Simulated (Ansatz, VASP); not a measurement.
# B4Ru: VASP beside Ansatz

```
B Ru
1.0
     3.52835    0.00000    0.00000
    -1.76417    3.05564    0.00000
     0.00000    0.00000    4.11842
B Ru
4 1
Direct
  0.50000 0.00000 0.00000
  0.00000 0.50000 0.00000
  0.50000 0.50000 0.00000
  0.00000 0.00000 0.00000
  0.00000 0.00000 0.50000
```

Alike in both runs: functional PBE; k mesh 6 × 6 × 4; occupations gaussian, width 0.1 eV; no spin polarisation.

Ansatz relaxed the structure, and its values are those at the end. VASP's run is a single point on that final structure, the one shown.

|  | VASP | Ansatz |
| --- | --- | --- |
| version | VASP 6.6.1 | Ansatz 0.2.0 |
| potentials or method | VASP PAW PBE potentials, release 64 (B, Ru_pv) | scalar-relativistic, plane waves, PAW |
| plane-wave cutoff (eV) | 520 | 420 |
| valence electrons in the cell | 26 | 28 |

|  | VASP | Ansatz | Ansatz less VASP |
| --- | --- | --- | --- |
| gap on the k mesh at the Fermi level (eV) | none | none | - |
| pressure (GPa) | 0.1 | 0.1 | 0.00 |

A gap of «none» marks a metal or a gap that the smearing closes. The two sets of potentials don't hold the same shells in valence.

Caveats: the k mesh is coarse (spacing up to 0.38 Å⁻¹), so the values aren't converged.
